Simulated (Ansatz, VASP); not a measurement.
**TiW26 (W wire along [111], 3 atoms a period): VASP beside Ansatz**

Wanted: the spread between two codes on one cell, functional and k mesh. Of the first pair: The structure shown is the start of the Ansatz relaxation below; VASP solves that cell, so the two are compared at the walk's first step.

Main program and level: Ansatz 0.2.0; plane waves, with VASP 6.6.1 beside it; single point at PBE.

**1. Starting point**

The cell holds 27 atoms: 26 W and 1 Ti. Its edges and angles: a = 9.042 Å, b = 9.388 Å, c = 23.545 Å, α = 90.0°, β = 90.0°, γ = 90.0°. Vacuum lies along a and b. The structure's axis is c.

**2. Ansatz: relaxation, PBE**

Ansatz runs on its default PAW (the set named soft_2) files.

The two programs are compared at the cell with which this relaxation starts, whose forces are those of its first step.

Input file input.yaml:

```yaml
crystal:
  lattice:
    - [9.042, 0.0, 0.0]
    - [0.0, 9.388, 0.0]
    - [0.0, 0.0, 23.5446548928]
  atoms:
    - { symbol: W, position: [0.384465915, 0.376474277, 0.00031723] }
    - { symbol: W, position: [0.384465915, 0.623557057, 0.036719807] }
    - { symbol: W, position: [0.607039028, 0.500015667, 0.074074074] }
    - { symbol: W, position: [0.384465915, 0.376474277, 0.111428341] }
    - { symbol: W, position: [0.384465915, 0.623557057, 0.147830918] }
    - { symbol: W, position: [0.607039028, 0.500015667, 0.185185185] }
    - { symbol: W, position: [0.384465915, 0.376474277, 0.222539452] }
    - { symbol: W, position: [0.384465915, 0.623557057, 0.258942029] }
    - { symbol: W, position: [0.607039028, 0.500015667, 0.296296296] }
    - { symbol: W, position: [0.384465915, 0.376474277, 0.333650563] }
    - { symbol: W, position: [0.384465915, 0.623557057, 0.370053141] }
    - { symbol: W, position: [0.607039028, 0.500015667, 0.407407407] }
    - { symbol: W, position: [0.384465915, 0.376474277, 0.444761674] }
    - { symbol: Ti, position: [0.384465915, 0.623557057, 0.481164252], spin: 2.0 }
    - { symbol: W, position: [0.607039028, 0.500015667, 0.518518519] }
    - { symbol: W, position: [0.384465915, 0.376474277, 0.555872785] }
    - { symbol: W, position: [0.384465915, 0.623557057, 0.592275363] }
    - { symbol: W, position: [0.607039028, 0.500015667, 0.62962963] }
    - { symbol: W, position: [0.384465915, 0.376474277, 0.666983897] }
    - { symbol: W, position: [0.384465915, 0.623557057, 0.703386474] }
    - { symbol: W, position: [0.607039028, 0.500015667, 0.740740741] }
    - { symbol: W, position: [0.384465915, 0.376474277, 0.778095008] }
    - { symbol: W, position: [0.384465915, 0.623557057, 0.814497585] }
    - { symbol: W, position: [0.607039028, 0.500015667, 0.851851852] }
    - { symbol: W, position: [0.384465915, 0.376474277, 0.889206119] }
    - { symbol: W, position: [0.384465915, 0.623557057, 0.925608696] }
    - { symbol: W, position: [0.607039028, 0.500015667, 0.962962963] }
magnetization:
  spin_polarized: true
kpoints:
  mp_grid: { grid: [1, 1, 1] }
scf:
  occupations: { method: fermi_dirac, width: 0.1 }
hamiltonian:
  xc: pbe
relax:
  constraints:
    - { sites: [0, 1, 2, 3, 4, 5, 6, 7, 8, 18, 19, 20, 21, 22, 23, 24, 25, 26] }
  f_tol: 0.07
  max_steps: 30
basis:
  ecutwfc: "340 eV"
```

The run is started by

```bash
ansatz run input.yaml --threads 8 --pin off --max-ram 16384MiB --backend cpu --events-out ev --progress --plain --runs-dir out
```

Numbers of over 12 decimals in the logs are rounded to 6 here.

The program printed:

```text
Warning: basis.ecutwfc = 340 eV is below the records' recommended 420 eV, and the density's cutoff is lower with it unless basis.ecutrho_ratio is high enough to keep the records' density cutoff: compare with a run at a higher cutoff
Engine: ansatz 0.2.0, aarch64-unknown-linux-gnu
Pseudopotentials: kind: paw
Pseudopotential: W, paw, valence charge 14, recommended cutoff 420 eV (normal), W.paw.azcp
Pseudopotential: Ti, paw, valence charge 12, recommended cutoff 420 eV (normal), Ti.paw.azcp
Functional definition: PBE
  parameter kappa = 0.804
  parameter beta = 0.066725
  exchange = pbe_x(kappa = kappa, mu = beta*pi^2/3)
  correlation = pbe_c(beta = beta)
Crystal: 27 atoms, lattice volume = 1998.619 Å³
Basis set: ecut = 340 eV, 28485 PW (Γ), exchange–correlation on 120×120×288 points (8 copies of the dense FFT grid, shifted against one another)
Bands: 227, of which v1, the nominal top of the filled ones, is band 188 counted from 1 (187 counted from 0)
Symmetry: 1 space group operations
Space group: P1 (ITA 1), of the structure as read, at distance tolerance 1.3e-4 Å
Magnetic group: BNS 1.1 (UNI 1), of the structure as read, at distance tolerance 1.3e-4 Å
k-points: 1
Non-local potential: W, projectors of the file, l = 0: 3, l = 1: 2, l = 2: 2, l = 3: 1
Non-local potential: Ti, projectors of the file, l = 0: 3, l = 1: 2, l = 2: 3, l = 3: 1
PAW form: soft (Blöchl's): semilocal exchange-correlation on the pseudo side does not see the compensation charge
PAW one-centre angular grid: W, 590 points (default); XC on 64 Gauss nodes
PAW one-centre angular grid: Ti, 590 points (default); XC on 64 Gauss nodes
Initial density: superposition of atomic densities (neutral atoms: chi_scale 0, normalization atom)
Starting moments: Σ|m| = 2 μB on 1 of 27 sites
Initial wavefunctions: pseudopotential atomic-orbital guess
Functional: x = pbe(κ = 0.804, μ = 0.219515), c = pbe(β = 0.066725)
SCF iter   1: F=—  HF=-272460.141739 eV  |F-HF|=—  |Δ(HF+E_count)|=         —  Δρ=2.24e-2 (↑2.19e-2 ↓2.24e-2)  dr2=1.48e2  dr2_m=6.65e-1  M=0.812 μB ∫|m|=1.633 μB  β_m=0.30  ethr=3.10e-3  ⟨swp⟩=9.5  Hψ=1925  notcnv=0
Mixer restart at iter 1: flushing history
preconditioner: auto → LDOS  [metal: Δε(μ)=0.131 eV  Ē_g=4.404 eV  σ=0.100 eV  W_gap=0.31  n_scr=284 (ndim 8)  ℏωp=10.5 eV  f_vac=0.561  D(μ)=38.77/eV (n_scr^D=218)]
spin=Collinear: LDOS preconditioning applied to the charge; magnetization (m = ρ↑ − ρ↓) channel mixes plain (no charge-response kernel on spin).
SCF iter   2: F=—  HF=-272433.528844 eV  |F-HF|=—  |Δ(HF+E_count)|=    2.66e1  Δρ=1.23e-2 (↑1.19e-2 ↓1.23e-2)  dr2=3.00e1  dr2_m=4.06e-1  M=0.601 μB ∫|m|=1.634 μB  β_m=0.40  ethr=3.10e-3  ⟨swp⟩=5.0  Hψ=1125  notcnv=0
SCF iter   3: F=—  HF=-272428.312381 eV  |F-HF|=—  |Δ(HF+E_count)|=    5.22e0  Δρ=5.52e-3 (↑5.52e-3 ↓5.06e-3)  dr2=2.95e0  dr2_m=1.50e-1  M=0.539 μB ∫|m|=1.537 μB  β_m=0.54  ethr=3.10e-3  ⟨swp⟩=4.0  Hψ=806  notcnv=0
SCF iter   4: F=—  HF=-272428.323547 eV  |F-HF|=—  |Δ(HF+E_count)|=   1.12e-2  Δρ=2.02e-3 (↑2.02e-3 ↓1.86e-3)  dr2=2.46e-1  dr2_m=3.03e-2  M=0.403 μB ∫|m|=1.328 μB  β_m=0.73  ethr=7.84e-4  ⟨swp⟩=4.0  Hψ=995  notcnv=0
SCF iter   5: F=—  HF=-272428.430299 eV  |F-HF|=—  |Δ(HF+E_count)|=         —  Δρ=1.14e-3 (↑1.14e-3 ↓8.34e-4)  dr2=3.98e-2  dr2_m=1.39e-2  M=0.215 μB ∫|m|=0.980 μB  β_m=0.73  ethr=6.54e-5  ⟨swp⟩=2.5  Hψ=661  notcnv=0
SCF iter   6: F=—  HF=-272428.429732 eV  |F-HF|=—  |Δ(HF+E_count)|=   5.67e-4  Δρ=4.82e-4 (↑3.51e-4 ↓4.82e-4)  dr2=7.88e-3  dr2_m=2.05e-3  M=0.179 μB ∫|m|=0.843 μB  β_m=0.83  ethr=1.06e-5  ⟨swp⟩=3.0  Hψ=863  notcnv=0
SCF iter   7: F=—  HF=-272428.433001 eV  |F-HF|=—  |Δ(HF+E_count)|=   3.27e-3  Δρ=3.13e-4 (↑3.13e-4 ↓2.34e-4)  dr2=4.75e-3  dr2_m=9.82e-4  M=0.154 μB ∫|m|=0.736 μB  β_m=0.84  ethr=2.10e-6  ⟨swp⟩=3.0  Hψ=959  notcnv=0
SCF iter   8: F=—  HF=-272428.433988 eV  |F-HF|=—  |Δ(HF+E_count)|=   9.87e-4  Δρ=1.44e-4 (↑1.44e-4 ↓1.11e-4)  dr2=5.97e-4  dr2_m=2.60e-4  M=0.126 μB ∫|m|=0.612 μB  β_m=0.87  ethr=1.26e-6  ⟨swp⟩=2.5  Hψ=787  notcnv=0
SCF iter   9: F=—  HF=-272428.434522 eV  |F-HF|=—  |Δ(HF+E_count)|=   5.34e-4  Δρ=9.59e-5 (↑7.35e-5 ↓9.59e-5)  dr2=3.58e-4  dr2_m=1.05e-4  M=0.106 μB ∫|m|=0.521 μB  β_m=0.94  ethr=1.59e-7  ⟨swp⟩=3.0  Hψ=949  notcnv=0
[...]
SCF iter  12: F=—  HF=-272428.435469 eV  |F-HF|=—  |Δ(HF+E_count)|=   1.76e-4  Δρ=3.34e-5 (↑2.60e-5 ↓3.34e-5)  dr2=3.31e-5  dr2_m=1.36e-5  M=0.039 μB ∫|m|=0.213 μB  β_m=0.99  ethr=1.83e-8  ⟨swp⟩=3.0  Hψ=978  notcnv=0
[...]
SCF iter   7: F=-272428.548881 eV  HF=-272428.548883 eV  |F-HF|=2.57e-6  |Δ(HF+E_count)|=   8.23e-6  Δρ=4.23e-6 (↑4.23e-6 ↓3.60e-6)  dr2=3.48e-6  dr2_m=2.94e-8  M=0.000 μB ∫|m|=0.004 μB  ethr=3.15e-9  ⟨swp⟩=4.5  Hψ=1232  notcnv=0
the starting moments were not kept: the SCF closed with an absolute magnetisation of 4.1e-3 μB, where they sum to 2 μB in size (1 site). That is at most 0.1 of that sum. Measured as dr2_m measures the in/out step, that magnetisation stands 1.5e-7 eV from none, at or under the dr2_threshold of 1.2e-5 eV: it is no larger than a step whose dr2_m would equal this threshold.
SCF 3 converged in 7 iterations: F = -272428.548881 eV  dr2 = 3.48e-6
[...]
SCF iter   7: F=—  HF=-272428.551916 eV  |F-HF|=—  |Δ(HF+E_count)|=   2.02e-7  Δρ=9.53e-7 (↑9.53e-7 ↓8.78e-7)  dr2=1.28e-7  dr2_m=5.11e-9  M=-0.000 μB ∫|m|=0.002 μB  β_m=0.72  ethr=3.30e-10  ⟨swp⟩=2.0  Hψ=621  notcnv=0
SCF iter   8: F=-272428.551916 eV  HF=-272428.551916 eV  |F-HF|=5.47e-9  |Δ(HF+E_count)|=   3.17e-8  Δρ=4.49e-7 (↑4.36e-7 ↓4.49e-7)  dr2=1.68e-8  dr2_m=1.85e-9  M=-0.000 μB ∫|m|=0.002 μB  ethr=2.66e-11  ⟨swp⟩=1.0  Hψ=1490  notcnv=0
the starting moments were not kept: the SCF closed with an absolute magnetisation of 1.6e-3 μB, where they sum to 2 μB in size (1 site). That is at most 0.1 of that sum. Measured as dr2_m measures the in/out step, that magnetisation stands 3.7e-8 eV from none, at or under the dr2_threshold of 1.0e-7 eV: it is no larger than a step whose dr2_m would equal this threshold.
SCF 4 converged in 8 iterations: F = -272428.551916 eV  dr2 = 1.68e-8
relax step   4: F+E_penalty+E_count = -272428.55191569 eV  Δ(F+E_penalty+E_count) = -3.035e-3 eV  max|allowed force component| = 3.406e-2 eV/Å  Δτ_max = 0.0098 Å  (8 SCF iters, accepted)
SCF converged after 8 iterations
Magnetization: -0.0003 μB (187.9998 up, 188.0002 down)
Absolute magnetization: 0.0017 μB (∫|ρ↑−ρ↓|, with the PAW one-centre terms)
Spin contamination: 0.0000 ħ² per cell (⟨S²⟩ above its minimum at these occupations)
Per-site moments (μB) at R_I (Å): [(-8.047408595521534e-6, 1.020069), (1.1151458826106324e-5, 1.020069), (-8.745159692303805e-7, 1.024532), (1.5855398451009376e-5, 1.020069), (-1.536768364927229e-5, 1.020069), (3.0163137739407674e-5, 1.024532), (-3.135211130719062e-5, 1.020069), (2.5858646041810518e-5, 1.020069), (-3.579347100547636e-5, 1.022578), (3.97192125168542e-5, 1.018188), (-8.893530601857703e-5, 1.018188), (- [...]
Free energy (F): -272428.551916 eV
Harris-Foulkes:  -272428.551916 eV  (|F-HF|=5.47e-9)
Internal energy: -272427.303295 eV  (E = F + TS)
E sigma→0 (E₀):  -272427.927605 eV
Entropy (-TS):   -1.248621 eV (-46.245 meV/atom)
Fermi energy:    1.597304 eV
--- Per-component energies (eV) ---
  E_band       = -9888.229141
  E_kinetic    = 11896.504232
  E_local      = -104741.542273  (includes V_loc(G=0)·N_el)
  E_nonlocal   = 120.663286
  E_hartree    = 46246.527831
  E_xc         = -6957.265471
  E_vxc        = -6223.588469  (∫ρ·V_xc dr)
  E_paw        = -223688.798866  (= ΣΔE_a)
  E_vpaw       = -3433.329490  (= ΣTr[D̂ρ^β])
  E_aug_tail   = -0.004264  (compensation charges beyond the density's cutoff)
  E_ewald      = 4696.612232
  E_smearing   = -1.248621  (= −TS)
  E_closure    = 0.000000  (closes the sum)
  Σ components = -272428.551916   (vs F -272428.551916, Δ=0.00e0)
--- Forces (eV/Å), atoms counted from 1 ---
  atom   1  W      0.01995278     0.00747288    -0.00074767
  atom   2  W     -0.04410117    -0.00720136     0.02113815
  atom   3  W      0.06693561    -0.00503056     0.00090031
  atom   4  W     -0.01447889    -0.02519398     0.00374729
  atom   5  W     -0.03688666     0.03370469    -0.01633052
  atom   6  W      0.03398332    -0.04719986    -0.01384217
  atom   7  W     -0.00860527     0.00747051     0.03307367
  atom   8  W      0.13035632    -0.14928199     0.15086143
  atom   9  W     -0.16488005     0.20025760    -0.01750078
  atom  10  W      0.02632486    -0.01431566    -0.01832074
  atom  11  W     -0.00454854    -0.01038795     0.03103682
  atom  12  W     -0.01740764    -0.00371764     0.00301006
  atom  13  W      0.02236992    -0.00085526    -0.02997282
  atom  14  Ti    -0.01459080     0.02401866    -0.00009893
  atom  15  W     -0.00434485    -0.02020985     0.02919546
  atom  16  W      0.00584784     0.01739402    -0.00118788
  atom  17  W      0.01151548     0.00019067    -0.03405704
  atom  18  W     -0.00113623    -0.03311288     0.01743132
  atom  19  W     -0.09077603     0.22863022    -0.00784574
  atom  20  W      0.05448571    -0.17685987    -0.13259981
  atom  21  W      0.00693208     0.00785248    -0.02566203
  atom  22  W      0.02280915    -0.05228180     0.00867127
  atom  23  W     -0.00681376     0.04974314     0.02894485
  atom  24  W      0.02824006    -0.00084484    -0.00689817
  atom  25  W     -0.02949485    -0.05585088    -0.00606445
  atom  26  W      0.02595135     0.03475151    -0.01271864
  atom  27  W     -0.01767386    -0.00900860    -0.00416009
  max |Σ_I F_I| component: 1.33e-4 eV/Å
--- Relaxed structure (4 steps of the walk, 4 accepted, 0 SCFs on fresh bases) ---
  F+E_penalty+E_count = -272428.55191569 eV   max|allowed force component| = 3.406e-2 eV/Å
  atoms:
    - { symbol: W, position: [0.384465915, 0.376474277, 0.00031723] }
    - { symbol: W, position: [0.384465915, 0.623557057, 0.036719807] }
    - { symbol: W, position: [0.607039028, 0.500015667, 0.074074074] }
    - { symbol: W, position: [0.384465915, 0.376474277, 0.111428341] }
    - { symbol: W, position: [0.384465915, 0.623557057, 0.147830918] }
    - { symbol: W, position: [0.607039028, 0.500015667, 0.185185185] }
    - { symbol: W, position: [0.384465915, 0.376474277, 0.222539452] }
    - { symbol: W, position: [0.384465915, 0.623557057, 0.258942029] }
    - { symbol: W, position: [0.607039028, 0.500015667, 0.296296296] }
    - { symbol: W, position: [0.385376, 0.376912, 0.334108] }
    - { symbol: W, position: [0.379723, 0.624096, 0.369770] }
    - { symbol: W, position: [0.603453, 0.505274, 0.409458] }
    - { symbol: W, position: [0.384966, 0.380756, 0.443973] }
    - { symbol: Ti, position: [0.375579, 0.638074, 0.481255] }
    - { symbol: W, position: [0.602764, 0.501639, 0.519267] }
    - { symbol: W, position: [0.381021, 0.382132, 0.553894] }
    - { symbol: W, position: [0.386151, 0.627791, 0.592611] }
    - { symbol: W, position: [0.606119, 0.499616, 0.629262] }
    - { symbol: W, position: [0.384465915, 0.376474277, 0.666983897] }
    - { symbol: W, position: [0.384465915, 0.623557057, 0.703386474] }
    - { symbol: W, position: [0.607039028, 0.500015667, 0.740740741] }
    - { symbol: W, position: [0.384465915, 0.376474277, 0.778095008] }
    - { symbol: W, position: [0.384465915, 0.623557057, 0.814497585] }
    - { symbol: W, position: [0.607039028, 0.500015667, 0.851851852] }
    - { symbol: W, position: [0.384465915, 0.376474277, 0.889206119] }
    - { symbol: W, position: [0.384465915, 0.623557057, 0.925609] }
    - { symbol: W, position: [0.607039028, 0.500015667, 0.962962963] }
```

(Continued in part 2 of 3.)

[Lines on the potential files, build, host, timing and source positions are cut from VASP's logs without a mark.]

[Logs are printed without paths, hosts, clocks, repeated set-up lines and the standing remarks that a program may print on its own settings, such as how far it seeks lower states.]

[Hosts, paths, dates, database ids (printed as entryN), source tags and the programs' standing remarks are cut or masked in the printed files.]
